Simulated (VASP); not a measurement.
Given:

```
CELL_PARAMETERS angstrom
      4.02128    -2.19293    -0.00189
      4.02128     2.19293    -0.00189
      2.82710     0.00000     3.60376
ATOMIC_POSITIONS crystal
  Sb 0.23296 0.23296 0.23296
  Sb 0.76704 0.76704 0.76704
```

Calculation: PBE GGA, VASP's PBE PAW potentials (set 64) (plane waves; VASP 6.6.1). Numerical set-up: 480 eV cut-off, 8×8×8 Γ-centred mesh, Gaussian smearing of 0.050 eV, potentials Sb.

Energy and stress use the plane-wave basis of the starting cell.

Q: The ions, cell shape and volume at an external pressure of 1.0 GPa are relaxed. Give the cell that the relaxation ends in.

A: 
```
CELL_PARAMETERS angstrom
      3.96380    -2.18146    -0.01396
      3.96380     2.18146    -0.01396
      2.77586     0.00000     3.57285
ATOMIC_POSITIONS crystal
  Sb 0.23419 0.23419 0.23419
  Sb 0.76581 0.76581 0.76581
```
Space group R-3m (166), at a tolerance of 0.03 Å.

Q: How do energy and volume change from the first to the last step?

A: The energy (σ→0) changes by +2.6 meV/atom and the volume by -2.6 %, in 8 ionic steps.

The compound is Sb in the a7 structure. This run relaxes it under an external pressure of 1 GPa. Symmetry was kept, so distortions that lower it aren't found.
